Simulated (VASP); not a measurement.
Method: PBEsol GGA, VASP's PBE PAW potentials (set 64) (plane waves; VASP).

The input files of a VASP run:

**POSCAR**
```
Li
1
   -1.4181045508     1.4181045508     1.4181045508
    1.4181045508    -1.4181045508     1.4181045508
    1.4181045508     1.4181045508    -1.4181045508
Li
1
Direct
  1.0000000000   0.0000000000   0.0000000000
```

INCAR:
```
# general
SYSTEM  = Li
PREC    = Accurate
ENCUT   = 620
LREAL   = .FALSE.   # projection in real space or not
LASPH   = .TRUE.   # aspherical one-centre terms

# electronic loop
EDIFF   = 1E-6   # SCF stop (eV)
NELM    = 100   # most electronic steps
ALGO    = Normal

# smearing
ISMEAR  = 1
SIGMA   = 0.1

# functional
GGA     = PS

# ions
IBRION  = 2
NSW     = 40   # most ionic steps
ISIF    = 3   # ions, shape and volume
EDIFFG  = -0.02
PSTRESS = 200   # kbar

# output
LWAVE   = .FALSE.
LCHARG  = .FALSE.
```

**KPOINTS**
```
Automatic mesh
0
gamma
18 18 18
0 0 0
```

POTCAR, in this order: Li_sv (PBE.64 set). Program: vasp_std.

Output of the run:

OUTCAR:
```
 ion  position               nearest neighbor table
   1  0.000  0.000  0.000-
  LATTYP: Found a body centered cubic cell.
 ALAT       =     2.8362091016
 Subroutine PRICEL returns:
 Original cell was already a primitive cell.
 Subroutine GETGRP returns: Found 48 space group operations
The static configuration has the point symmetry O_h .
The dynamic configuration has the point symmetry O_h .
 Subroutine INISYM returns: Found 48 space group operations
 Subroutine IBZKPT returns following result:
 Found    195 irreducible k-points:

 Following reciprocal coordinates:
            Coordinates               Weight
  0.000000  0.000000  0.000000      1.000000
  0.055556  0.000000  0.000000     12.000000
  0.111111  0.000000  0.000000     12.000000
  0.166667  0.000000  0.000000     12.000000
  0.222222  0.000000  0.000000     12.000000
  0.277778  0.000000  0.000000     12.000000
  0.333333  0.000000  0.000000     12.000000
  0.388889  0.000000  0.000000     12.000000
  0.444444  0.000000  0.000000     12.000000
  0.500000  0.000000  0.000000      6.000000
  0.055556  0.055556  0.000000     24.000000
  0.111111  0.055556  0.000000     48.000000
  0.166667  0.055556  0.000000     48.000000
  0.222222  0.055556  0.000000     48.000000
  0.277778  0.055556  0.000000     48.000000
  0.333333  0.055556 -0.000000     48.000000
  0.388889  0.055556  0.000000     48.000000
  0.444444  0.055556  0.000000     48.000000
  0.111111  0.111111  0.000000     24.000000
  0.166667  0.111111  0.000000     48.000000
  0.222222  0.111111  0.000000     48.000000
  0.277778  0.111111  0.000000     48.000000
  0.333333  0.111111  0.000000     48.000000
  0.388889  0.111111  0.000000     48.000000
  0.444444  0.111111  0.000000     24.000000
  0.166667  0.166667  0.000000     24.000000
  0.222222  0.166667  0.000000     48.000000
  0.277778  0.166667  0.000000     48.000000
  0.333333  0.166667 -0.000000     48.000000
  0.388889  0.166667  0.000000     48.000000
  0.222222  0.222222  0.000000     24.000000
  0.277778  0.222222 -0.000000     48.000000
  0.333333  0.222222  0.000000     48.000000
  0.388889  0.222222  0.000000     24.000000
  0.277778  0.277778  0.000000     24.000000
  0.333333  0.277778  0.000000     48.000000
  0.333333  0.333333  0.000000      8.000000
  0.055556  0.055556  0.055556      8.000000
  0.111111  0.055556  0.055556     24.000000
  0.166667  0.055556  0.055556     24.000000
   k-points           NKPTS =    195   k-points in BZ     NKDIM =    195   number of bands    NBANDS=      5
   number of dos      NEDOS =    301   number of ions     NIONS =      1
   total plane-waves  NPLWV =   8000
   dimension x,y,z NGX =    20 NGY =   20 NGZ =   20
   dimension x,y,z NGXF=    40 NGYF=   40 NGZF=   40
   ions per type =               1
   PREC   = accura    normal or accurate (medium, high low for compatibility)
   ISTART =      0    job   : 0-new  1-cont  2-samecut
   ICHARG =      2    charge: 1-file 2-atom 10-const
   ISPIN  =      1    spin polarized calculation?
   LNONCOLLINEAR =      F non collinear calculations
   LSORBIT =      F    spin-orbit coupling
   INIWAV =      1    electr: 0-lowe 1-rand  2-diag
   ENCUT  =  620.0 eV  45.57 Ry    6.75 a.u.   4.99  4.99  4.99*2*pi/ulx,y,z
   NELM   =    100;   NELMIN=  2; NELMDL= -5     # of ELM steps
   EDIFF  = 0.1E-05   stopping-criterion for ELM
   LREAL  =      F    real-space projection
   NLSPLINE    = F    spline interpolate recip. space projectors
   LMAXMIX     =    2 max onsite mixed and CHGCAR
   VOSKOWN=      0    Vosko Wilk Nusair interpolation
...
```

**OSZICAR**
```
       N       E                     dE             d eps       ncg     rms          rms(c)
DAV:   1     0.106613209900E+01    0.10661E+01   -0.83277E+02  2010   0.484E+02
DAV:   2    -0.148446997203E+01   -0.25506E+01   -0.23874E+01  2755   0.593E+01
DAV:   3    -0.157664454394E+01   -0.92175E-01   -0.92153E-01  2335   0.859E+00
DAV:   4    -0.157936862103E+01   -0.27241E-02   -0.27241E-02  2605   0.906E-01
DAV:   5    -0.157937576254E+01   -0.71415E-05   -0.71419E-05  2440   0.527E-02    0.619E-01
DAV:   6    -0.158686920067E+01   -0.74934E-02   -0.29748E-03  2080   0.484E-01    0.403E-01
DAV:   7    -0.159301874725E+01   -0.61495E-02   -0.10758E-02  2060   0.858E-01    0.611E-02
DAV:   8    -0.159305013236E+01   -0.31385E-04   -0.19003E-04  2425   0.153E-01    0.103E-02
DAV:   9    -0.159305298642E+01   -0.28541E-05   -0.15881E-05  2525   0.570E-02    0.124E-03
DAV:  10    -0.159305430256E+01   -0.13161E-05   -0.11811E-06  2215   0.152E-02    0.120E-03
DAV:  11    -0.159305424764E+01    0.54920E-07   -0.36143E-07  2030   0.632E-03
   1 F= -.16907337E+00 E0= -.16876199E+00  d E =-.169073E+00
```

OUTCAR:
```
------------------------ aborting loop because EDIFF is reached ----------------------------------------
  FORCE on cell =-STRESS in cart. coord.  units (eV):
  Direction    XX          YY          ZZ          XY          YZ          ZX
  --------------------------------------------------------------------------------------
  Total        1.4368861      1.4368861      1.4368861      0.0000000     -0.0000000      0.0000000
  in kB      201.8125498    201.8125498    201.8125498      0.0000000     -0.0000000      0.0000000
  external PRESSURE =       1.8125498 kB  Pullay stress =     200.0000000 kB
  volume of cell :       11.41
      direct lattice vectors                 reciprocal lattice vectors
    -1.418104551  1.418104551  1.418104551     0.000000000  0.352583313  0.352583313
     1.418104551 -1.418104551  1.418104551     0.352583313  0.000000000  0.352583313
     1.418104551  1.418104551 -1.418104551     0.352583313  0.352583313  0.000000000
 POSITION                                       TOTAL-FORCE (eV/Angst)
 -----------------------------------------------------------------------------------
      0.00000      0.00000      0.00000         0.000000      0.000000      0.000000
 -----------------------------------------------------------------------------------
    total drift:                                0.000000     -0.000000      0.000000
  FREE ENERGIE OF THE ION-ELECTRON SYSTEM (eV)
  ---------------------------------------------------
  free  energy   TOTEN  =        -1.5930542476 eV

  energy  without entropy=       -1.5921200878  energy(sigma->0) =       -1.59274286
  enthalpy is  TOTEN    =        -0.1690733719 eV   P V=        1.4239808758

 reached required accuracy - stopping structural energy minimisation
```
(Selected blocks of OUTCAR.)

The compound is Li in the bcc structure. It was relaxed first under an external pressure of 20 GPa.
